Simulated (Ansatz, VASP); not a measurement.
# SiO2 (SiO2 (P3_121)): VASP beside Ansatz, part 2 of 3

One calculation is typed for both programs; each brings its own data sets. How far apart do they land? Of the first pair: The structure shown is the end of the Ansatz relaxation below.

VASP 6.6.1 and Ansatz 0.2.0.

So far: Set-up; Ansatz: relaxation, r2SCAN.

### 3. VASP: single point, r2SCAN, pair 1

Level of this step: r2SCAN; plane waves and PAW (Si, O) (VASP).

The same cell, functional and mesh now go to VASP, with its own data sets.

Lines of VASP's logs that name or quote its potential files are left out, and so is its time.

The input, INCAR:

```
SYSTEM = SiO2
PREC = Accurate
ENCUT = 580
EDIFF = 1E-06
NELM = 120
ISMEAR = 0
SIGMA = 0.01
LREAL = .FALSE.
ALGO = Normal
METAGGA = R2SCAN
LASPH = .TRUE.
NBANDS = 96
LORBIT = 11
LWAVE = .FALSE.
LCHARG = .FALSE.
ISIF = 2
ISYM = 2
GGA_COMPAT = .FALSE.
EFERMI = MIDGAP
LMIXTAU = .TRUE.
KPAR = 2
```

The input, POSCAR:

```
SiO2
1.0
    7.3816530962      4.2617994022      0.0000000000
   -7.3816530962      4.2617994022      0.0000000000
    0.0000000000      0.0000000000      5.4165347650
Si O
9 18
Direct
    0.0206858111      0.5103429056      0.0000000000
    0.3540191444      0.1770095722      0.0000000000
    0.6873524778      0.8436762389      0.0000000000
    0.1563237611      0.3126475222      0.6666666667
    0.4896570944      0.9793141889      0.6666666667
    0.8229904278      0.6459808556      0.6666666667
    0.1563237611      0.8436762389      0.3333333333
    0.4896570944      0.5103429056      0.3333333333
    0.8229904278      0.1770095722      0.3333333333
    0.2274170155      0.1857959811      0.7845842367
    0.5607503489      0.8524626478      0.7845842367
    0.8940836822      0.5191293145      0.7845842367
    0.1475373522      0.7082877011      0.1179175700
    0.4808706855      0.3749543678      0.1179175700
    0.8142040189      0.0416210345      0.1179175700
    0.2917122989      0.4392496511      0.4512509033
    0.6250456322      0.1059163178      0.4512509033
    0.9583789655      0.7725829845      0.4512509033
    0.2274170155      0.0416210345      0.2154157633
    0.5607503489      0.7082877011      0.2154157633
    0.8940836822      0.3749543678      0.2154157633
    0.2917122989      0.8524626478      0.5487490967
    0.6250456322      0.5191293145      0.5487490967
    0.9583789655      0.1857959811      0.5487490967
    0.1475373522      0.4392496511      0.8820824300
    0.4808706855      0.1059163178      0.8820824300
    0.8142040189      0.7725829845      0.8820824300
```

The input, KPOINTS:

```
Points of the shifted mesh
2
Reciprocal
 0.2500000000  0.2500000000  0.1250000000 1
 0.2500000000  0.2500000000  0.6250000000 1
```

The projector-augmented-wave data sets are Si and O (PBE family, release 64).

Started as:

```sh
$ mpirun -np 8 vasp_std
```

Numbers of over 12 decimals in the logs are rounded to 6 here.

The log of the run:

```text
[banner, memory and clock lines left out]
running    8 mpi-ranks, on    1 nodes
 distrk:  each k-point on    4 cores,    2 groups
 distr:  one band on    1 cores,    4 groups

 POSCAR found type information on POSCAR SiO
 POSCAR found :  2 types and      27 ions
|                                                                             |
|           W    W    AA    RRRRR   N    N  II  N    N   GGGG   !!!           |
|           W    W   A  A   R    R  NN   N  II  NN   N  G    G  !!!           |
|           W    W  A    A  R    R  N N  N  II  N N  N  G       !!!           |
|           W WW W  AAAAAA  RRRRR   N  N N  II  N  N N  G  GGG   !            |
|           WW  WW  A    A  R   R   N   NN  II  N   NN  G    G                |
|           W    W  A    A  R    R  N    N  II  N    N   GGGG   !!!           |
|                                                                             |
|     For optimal performance we recommend to set                             |
|       NCORE = 2 up to number-of-cores-per-socket                            |
|     NCORE specifies how many cores store one orbital (NPAR=cpu/NCORE).      |
|     This setting can greatly improve the performance of VASP for DFT.       |
|     The default, NCORE=1 might be grossly inefficient on modern             |
|     multi-core architectures or massively parallel machines. Do your        |
|     Unfortunately you need to use the default for GW and RPA                |
|     calculations (for HF NCORE is supported but not extensively tested      |
|     yet).                                                                   |
|                                                                             |

|                                                                             |
|               ----> ADVICE to this user running VASP <----                  |
|                                                                             |
|     You have a (more or less) 'large supercell' and for larger cells it     |
|     might be more efficient to use real-space projection operators.         |
|     Therefore, try LREAL= Auto in the INCAR file.                           |
|     Mind: For very accurate calculation, you might also keep the            |
|     reciprocal projection scheme (i.e. LREAL=.FALSE.).                      |
|                                                                             |

|                                                                             |
|               ----> ADVICE to this user running VASP <----                  |
|                                                                             |
|     You enforced a specific xc type in the INCAR file but a different       |
|     [... a line on the potential file left out ...]
|     I HOPE YOU KNOW WHAT YOU ARE DOING!                                     |
|                                                                             |

 LDA part: xc-table for (None), standard interpolation
 POSCAR, INCAR and KPOINTS ok, starting setup
 FFT: planning ... GRIDC
 FFT: planning ... GRID_SOFT
 FFT: planning ... GRID
 WAVECAR not read
 entering main loop
       N       E                     dE             d eps       ncg     rms          rms(c)
DAV:   1     0.875845219228E+03    0.87585E+03   -0.81577E+04   384   0.155E+03
DAV:   2    -0.266755775168E+03   -0.11426E+04   -0.11065E+04   464   0.345E+02
DAV:   3    -0.338436711280E+03   -0.71681E+02   -0.71315E+02   472   0.907E+01
DAV:   4    -0.339398920487E+03   -0.96221E+00   -0.95955E+00   472   0.113E+01
DAV:   5    -0.339416775810E+03   -0.17855E-01   -0.17843E-01   448   0.146E+00    0.449E+01
DAV:   6    -0.286733547199E+03    0.52683E+02   -0.72981E+01   448   0.249E+01    0.255E+01
DAV:   7    -0.263554310564E+03    0.23179E+02   -0.51489E+00   416   0.102E+01    0.859E+00
DAV:   8    -0.283856194957E+03   -0.20302E+02   -0.79786E+00   408   0.930E+00    0.518E+00
DAV:   9    -0.266865099771E+03    0.16991E+02   -0.42480E+00   408   0.728E+00    0.137E+00
DAV:  10    -0.267828934535E+03   -0.96383E+00   -0.10399E+00   392   0.499E+00    0.129E+00
DAV:  11    -0.267735118485E+03    0.93816E-01   -0.21386E-02   480   0.649E-01    0.102E+00
DAV:  12    -0.268312355674E+03   -0.57724E+00   -0.27192E-01   392   0.234E+00    0.336E-01
DAV:  13    -0.268318057136E+03   -0.57015E-02   -0.27469E-02   448   0.731E-01    0.210E-01
DAV:  14    -0.268329913376E+03   -0.11856E-01   -0.65176E-03   432   0.385E-01    0.994E-02
DAV:  15    -0.268340516825E+03   -0.10603E-01   -0.72419E-03   400   0.494E-01    0.483E-02
DAV:  16    -0.268343498505E+03   -0.29817E-02   -0.13864E-03   416   0.221E-01    0.319E-02
DAV:  17    -0.268344462324E+03   -0.96382E-03   -0.39315E-04   416   0.133E-01    0.178E-02
DAV:  18    -0.268345022825E+03   -0.56050E-03   -0.32499E-04   416   0.102E-01    0.168E-02
DAV:  19    -0.268345160177E+03   -0.13735E-03   -0.68915E-05   408   0.480E-02    0.667E-03
DAV:  20    -0.268345155562E+03    0.46153E-05   -0.40131E-06   400   0.882E-03    0.155E-03
DAV:  21    -0.268345171107E+03   -0.15545E-04   -0.29737E-06   312   0.102E-02    0.686E-04
DAV:  22    -0.268345173044E+03   -0.19369E-05   -0.27172E-07   288   0.295E-03    0.470E-04
DAV:  23    -0.268345175627E+03   -0.25828E-05   -0.69369E-07   272   0.448E-03    0.490E-04
DAV:  24    -0.268345175883E+03   -0.25622E-06   -0.12377E-07   296   0.214E-03
   1 F= -.26834518E+03 E0= -.26834518E+03  d E =0.000000E+00
```

OUTCAR, selected parts (step 3):

```text
ion  position               nearest neighbor table
   1  0.021  0.510  0.000-  13 1.61  25 1.61  12 1.62  21 1.62   6 3.06   7 3.06   9 3.06   4 3.06

  LATTYP: Found a hexagonal cell.
 ALAT       =     8.5235988043
 C/A-ratio  =     0.6354750956

 Subroutine GETGRP returns: Found  6 space group operations
 (whereof  2 operations were pure point group operations)

The static configuration has the point symmetry C_2 .
 The point group associated with its full space group is D_3 .

   k-points           NKPTS =      2   k-points in BZ     NKDIM =      2   number of bands    NBANDS=     96

   dimension x,y,z NGX =    70 NGY =   70 NGZ =   48
   dimension x,y,z NGXF=   140 NGYF=  140 NGZF=   96

   ENCUT  =  580.0 eV  42.63 Ry    6.53 a.u.  16.74 16.74 10.64*2*pi/ulx,y,z

   NELECT =     144.0000    total number of electrons

 k-points in reciprocal lattice and weights: Points of the shifted mesh
   0.25000000  0.25000000  0.12500000       0.500
   0.25000000  0.25000000  0.62500000       0.500

 average (electrostatic) potential at core
       1 -89.5420       2 -89.5420       3 -89.5420       4 -89.5420       5 -89.5420
       6 -89.5420       7 -89.5420       8 -89.5420       9 -89.5420      10 -76.2356
      11 -76.2356      12 -76.2356      13 -76.2356      14 -76.2356      15 -76.2356
      16 -76.2356      17 -76.2356      18 -76.2356      19 -76.2356      20 -76.2356
      21 -76.2356      22 -76.2356      23 -76.2356      24 -76.2356      25 -76.2356
      26 -76.2356      27 -76.2356

 E-fermi :   4.3809

 k-point     1 :       0.2500    0.2500    0.1250
  band No.  band energies     occupation
    ...
     68       0.3332      2.00000
     69       0.3332      2.00000
     70       0.4890      2.00000
     71       0.5083      2.00000
     72       0.5083      2.00000
     73       8.2367      0.00000
     74       9.1090      0.00000
     75       9.1090      0.00000
     76      10.6015      0.00000
     77      10.7259      0.00000
    ...

 k-point     2 :       0.2500    0.2500    0.6250
  band No.  band energies     occupation
    ...
     68       0.0977      2.00000
     69       0.2312      2.00000
     70       0.4583      2.00000
     71       0.4583      2.00000
     72       0.5251      2.00000
     73       9.0690      0.00000
     74       9.7330      0.00000
     75       9.7330      0.00000
     76      10.3758      0.00000
     77      10.6558      0.00000
    ...

  Total       -0.0536919     -0.0536919      0.0749497      0.0000000      0.0000000      0.0000000
  in kB       -0.2524185     -0.2524185      0.3523567      0.0000000      0.0000000      0.0000000
  external PRESSURE =      -0.0508268 kB  Pullay stress =       0.0000000 kB

  energy-cutoff  :      580.00
  volume of cell :      340.80
      direct lattice vectors                 reciprocal lattice vectors
     7.381653096  4.261799402  0.000000000     0.067735505  0.117321336  0.000000000
    -7.381653096  4.261799402  0.000000000    -0.067735505  0.117321336  0.000000000
     0.000000000  0.000000000  5.416534765     0.000000000  0.000000000  0.184619880

 POSITION                                       TOTAL-FORCE (eV/Angst)
 -----------------------------------------------------------------------------------
     -3.61448      2.26314      0.00000         0.009177      0.015894      0.000000
      1.30662      2.26314      0.00000         0.009177      0.015894      0.000000
     -1.15393      6.52494      0.00000         0.009177      0.015894      0.000000
     -1.15393      1.99866      3.61102         0.009177     -0.015894      0.000000
     -3.61448      6.26046      3.61102         0.009177     -0.015894      0.000000
      1.30662      6.26046      3.61102         0.009177     -0.015894      0.000000
     -5.07380      4.26180      1.80551        -0.018353      0.000000      0.000000
     -0.15270      4.26180      1.80551        -0.018353      0.000000      0.000000
      4.76841      4.26180      1.80551        -0.018353      0.000000      0.000000
      0.30723      1.76103      4.24973         0.001014      0.006661      0.000696
     -2.15332      6.02283      4.24973         0.001014      0.006661      0.000696
      2.76778      6.02283      4.24973         0.001014      0.006661      0.000696
     -4.13926      3.64735      0.63870        -0.006276     -0.002452      0.000696
      0.78184      3.64735      0.63870        -0.006276     -0.002452      0.000696
      5.70294      3.64735      0.63870        -0.006276     -0.002452      0.000696
     -1.08907      3.11521      2.44422         0.005261     -0.004209      0.000696
      3.83203      3.11521      2.44422         0.005261     -0.004209      0.000696
      1.37148      7.37701      2.44422         0.005261     -0.004209      0.000696
      1.37148      1.14659      1.16681         0.005261      0.004209     -0.000696
     -1.08907      5.40839      1.16681         0.005261      0.004209     -0.000696
      3.83203      5.40839      1.16681         0.005261      0.004209     -0.000696
     -4.13926      4.87624      2.97232        -0.006276      0.002452     -0.000696
      0.78184      4.87624      2.97232        -0.006276      0.002452     -0.000696
      5.70294      4.87624      2.97232        -0.006276      0.002452     -0.000696
     -2.15332      2.50077      4.77783         0.001014     -0.006661     -0.000696
      2.76778      2.50077      4.77783         0.001014     -0.006661     -0.000696
      0.30723      6.76257      4.77783         0.001014     -0.006661     -0.000696
 -----------------------------------------------------------------------------------
    total drift:                                0.000008      0.000001     -0.000000

  FREE ENERGIE OF THE ION-ELECTRON SYSTEM (eV)
  ---------------------------------------------------
  free  energy   TOTEN  =      -268.3451758827 eV

  energy  without entropy=     -268.3451758827  energy(sigma->0) =     -268.34517588

 total charge
# of ion       s       p       d       tot
------------------------------------------
    1        0.634   1.001   0.000   1.635
    2        0.634   1.001   0.000   1.635
    3        0.634   1.001   0.000   1.635
    4        0.634   1.001   0.000   1.635
    5        0.634   1.001   0.000   1.635
    6        0.634   1.001   0.000   1.635
    7        0.634   1.001   0.000   1.635
    8        0.634   1.001   0.000   1.635
    9        0.634   1.001   0.000   1.635
   10        1.553   3.729   0.000   5.282
   11        1.553   3.729   0.000   5.282
   12        1.553   3.729   0.000   5.282
   13        1.553   3.729   0.000   5.282
   14        1.553   3.729   0.000   5.282
   15        1.553   3.729   0.000   5.282
   16        1.553   3.729   0.000   5.282
   17        1.553   3.729   0.000   5.282
   18        1.553   3.729   0.000   5.282
   19        1.553   3.729   0.000   5.282
   20        1.553   3.729   0.000   5.282
   21        1.553   3.729   0.000   5.282
   22        1.553   3.729   0.000   5.282
   23        1.553   3.729   0.000   5.282
   24        1.553   3.729   0.000   5.282
   25        1.553   3.729   0.000   5.282
   26        1.553   3.729   0.000   5.282
   27        1.553   3.729   0.000   5.282
--------------------------------------------------
tot         33.659  76.132   0.000 109.791
```

The gap is read on the k-mesh alone, so it is an upper bound where the band edges lie off the mesh. The PAW data sets were made with PBE, which is usual practice but a small mismatch for other functionals.

### 4. Differences

Known differences besides the potentials themselves: VASP keeps PBE cores, Ansatz makes them for the functional; fixed occupations in Ansatz, narrow Gaussian smearing in VASP; the cutoff is 500 eV in Ansatz and 580 eV in VASP. Total energies have different zeros and are not compared.

Both answers:

```tsv
quantity	Ansatz	VASP	difference
gap on the k mesh (eV)	7.715	7.712	+0.003
```

At this near-relaxed geometry the largest component of a force difference is 18 meV/Å. A gap on the mesh is an upper bound, since the band edges may lie between its points.

### 5. Ansatz: relaxation, r2SCAN

This run makes the geometry at which the two programs are then compared. This pair takes another cell of the material, with 54 atoms against 27 for the pair before.

The structure compared here is the end of the Ansatz relaxation.

The input, input.yaml:

```yaml
crystal:
  lattice:
    - [7.3816531007, 4.2617994048, 0.0]
    - [-7.3816531007, 4.2617994048, 0.0]
    - [0.0, 0.0, 10.8330695259]
  atoms:
    - { symbol: Si, position: [0.0206858109, 0.5103429054, 0.0] }
    - { symbol: Si, position: [0.3540191442, 0.1770095721, 0.0] }
    - { symbol: Si, position: [0.6873524775, 0.8436762388, 0.0] }
    - { symbol: Si, position: [0.1563237612, 0.3126475225, 0.3333333334] }
    - { symbol: Si, position: [0.4896570946, 0.9793141891, 0.3333333334] }
    - { symbol: Si, position: [0.8229904279, 0.6459808558, 0.3333333334] }
    - { symbol: Si, position: [0.1563237612, 0.8436762388, 0.1666666666] }
    - { symbol: Si, position: [0.4896570946, 0.5103429054, 0.1666666666] }
    - { symbol: Si, position: [0.8229904279, 0.1770095721, 0.1666666666] }
    - { symbol: O, position: [0.2274170159, 0.1857959811, 0.3922921182] }
    - { symbol: O, position: [0.5607503493, 0.8524626477, 0.3922921182] }
    - { symbol: O, position: [0.8940836826, 0.5191293144, 0.3922921182] }
    - { symbol: O, position: [0.1475373523, 0.7082877015, 0.0589587848] }
    - { symbol: O, position: [0.4808706856, 0.3749543682, 0.0589587848] }
    - { symbol: O, position: [0.8142040189, 0.0416210349, 0.0589587848] }
    - { symbol: O, position: [0.2917122985, 0.4392496507, 0.2256254514] }
    - { symbol: O, position: [0.6250456318, 0.1059163174, 0.2256254514] }
    - { symbol: O, position: [0.9583789651, 0.7725829841, 0.2256254514] }
    - { symbol: O, position: [0.2274170159, 0.0416210349, 0.1077078818] }
    - { symbol: O, position: [0.5607503493, 0.7082877015, 0.1077078818] }
    - { symbol: O, position: [0.8940836826, 0.3749543682, 0.1077078818] }
    - { symbol: O, position: [0.2917122985, 0.8524626477, 0.2743745486] }
    - { symbol: O, position: [0.6250456318, 0.5191293144, 0.2743745486] }
    - { symbol: O, position: [0.9583789651, 0.1857959811, 0.2743745486] }
    - { symbol: O, position: [0.1475373523, 0.4392496507, 0.4410412152] }
    - { symbol: O, position: [0.4808706856, 0.1059163174, 0.4410412152] }
    - { symbol: O, position: [0.8142040189, 0.7725829841, 0.4410412152] }
    - { symbol: Si, position: [0.0206858109, 0.5103429054, 0.5] }
    - { symbol: Si, position: [0.3540191442, 0.1770095721, 0.5] }
    - { symbol: Si, position: [0.6873524775, 0.8436762388, 0.5] }
    - { symbol: Si, position: [0.1563237612, 0.3126475225, 0.8333333333] }
    - { symbol: Si, position: [0.4896570946, 0.9793141891, 0.8333333333] }
    - { symbol: Si, position: [0.8229904279, 0.6459808558, 0.8333333333] }
    - { symbol: Si, position: [0.1563237612, 0.8436762388, 0.6666666666] }
    - { symbol: Si, position: [0.4896570946, 0.5103429054, 0.6666666666] }
    - { symbol: Si, position: [0.8229904279, 0.1770095721, 0.6666666666] }
    - { symbol: O, position: [0.2274170159, 0.1857959811, 0.8922921182] }
    - { symbol: O, position: [0.5607503493, 0.8524626477, 0.8922921182] }
    - { symbol: O, position: [0.8940836826, 0.5191293144, 0.8922921182] }
    - { symbol: O, position: [0.1475373523, 0.7082877015, 0.5589587848] }
    - { symbol: O, position: [0.4808706856, 0.3749543682, 0.5589587848] }
    - { symbol: O, position: [0.8142040189, 0.0416210349, 0.5589587848] }
    - { symbol: O, position: [0.2917122985, 0.4392496507, 0.7256254514] }
    - { symbol: O, position: [0.6250456318, 0.1059163174, 0.7256254514] }
    - { symbol: O, position: [0.9583789651, 0.7725829841, 0.7256254514] }
    - { symbol: O, position: [0.2274170159, 0.0416210349, 0.6077078818] }
    - { symbol: O, position: [0.5607503493, 0.7082877015, 0.6077078818] }
    - { symbol: O, position: [0.8940836826, 0.3749543682, 0.6077078818] }
    - { symbol: O, position: [0.2917122985, 0.8524626477, 0.7743745486] }
    - { symbol: O, position: [0.6250456318, 0.5191293144, 0.7743745486] }
    - { symbol: O, position: [0.9583789651, 0.1857959811, 0.7743745486] }
    - { symbol: O, position: [0.1475373523, 0.4392496507, 0.9410412152] }
    - { symbol: O, position: [0.4808706856, 0.1059163174, 0.9410412152] }
    - { symbol: O, position: [0.8142040189, 0.7725829841, 0.9410412152] }
basis:
  ecutwfc: 500
  xc_grid: 2
hamiltonian:
  xc: r2scan
  pseudopotentials: { kind: paw, azcp: { folder: soft_1 } }
kpoints:
  mp_grid: { grid: [1, 1, 1], shift: [0.25, 0.25, 0.25] }
scf:
  occupations: { method: fermi_dirac, width: 0.01 }
  max_iter: 80
output:
  forces: true
relax:
  f_tol: 0.01
  max_steps: 60
  escape_saddle: false
checkpoint:
  write: "../pristine.symmetric.run"
  compress: false
  write_wavefunctions: false
  write_every: 100000
```

Started as:

```sh
$ ansatz run input.yaml --threads 4 --pin off --max-ram 7536MiB --backend cpu --events-out ev --progress --plain --runs-dir out
```

The log of the run:

```text
[...]
Crystal: 54 atoms, lattice volume = 681.598 Å³
Basis set: ecut = 500 eV, 17319 PW (Γ), exchange–correlation on 128×128×160 points (8 copies of the dense FFT grid, shifted against one another)
Bands: 198, of which v1, the nominal top of the filled ones, is band 144 counted from 1 (143 counted from 0)
Symmetry: 12 space group operations
k-points: 1
[...]
- { symbol: Si, position: [0.8229904279, 0.6459808558, 0.833333] }
    - { symbol: Si, position: [0.156324, 0.843676, 0.666667] }
    - { symbol: Si, position: [0.489657, 0.510343, 0.666667] }
    - { symbol: Si, position: [0.8229904279, 0.177010, 0.666667] }
[...]
- { symbol: O, position: [0.958379, 0.185796, 0.774375] }
    - { symbol: O, position: [0.147537, 0.439250, 0.941041] }
    - { symbol: O, position: [0.4808706856, 0.105916, 0.941041] }
    - { symbol: O, position: [0.814204, 0.772583, 0.941041] }
[key lines of the parts left out:]
SCF converged after 2 iterations
Free energy (F): -32041.797976 eV
Fermi energy:    5.790112 eV
```

[end of part 2 of 3]

[Lines on the potential files, build, host, timing and source positions are cut from VASP's logs without a mark.]

[Logs are printed without paths, hosts, clocks, repeated set-up lines and the standing remarks that a program may print on its own settings, such as how far it seeks lower states.]

[Hosts, paths, dates, database ids (printed as entryN), source tags and the programs' standing remarks are cut or masked in the printed files.]
